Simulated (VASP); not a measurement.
Given:

```
CELL_PARAMETERS angstrom
      3.25283     0.00000     0.00000
      0.00000     3.25283     0.00000
      0.00000     0.00000     3.25283
ATOMIC_POSITIONS crystal
  Li 0.50000 0.50000 0.50000
  Hg 0.00000 0.00000 0.00000
```

The numbers are results of PBEsol GGA, VASP's PBE PAW potentials (set 64) (plane waves; VASP 6.6.1), not measurements. Numerical set-up: 520 eV cut-off, Gaussian smearing of 0.050 eV, potentials Li_sv Hg.

### Question
Give the energies of bands 5 to 10 at the high-symmetry points, in eV from the Fermi level.

### Answer

```csv
band,Γ,X,M,R
5,-6.72,-7.19,-7.09,-6.22
6,-6.72,-6.68,-6.25,-6.22
7,-6.72,-4.59,-1.72,1.30
8,5.31,-2.55,-1.12,2.46
9,5.31,9.63,-1.12,2.46
10,5.31,9.63,5.61,2.46
```

It has no gap at this level: it comes out as a metal or semimetal.

The structure comes from a computed database's LiHg entry (Pm-3m); how it stands against other phases isn't given here. It was relaxed first. The electron count is odd and the run is not spin-polarised, which forces a metal.
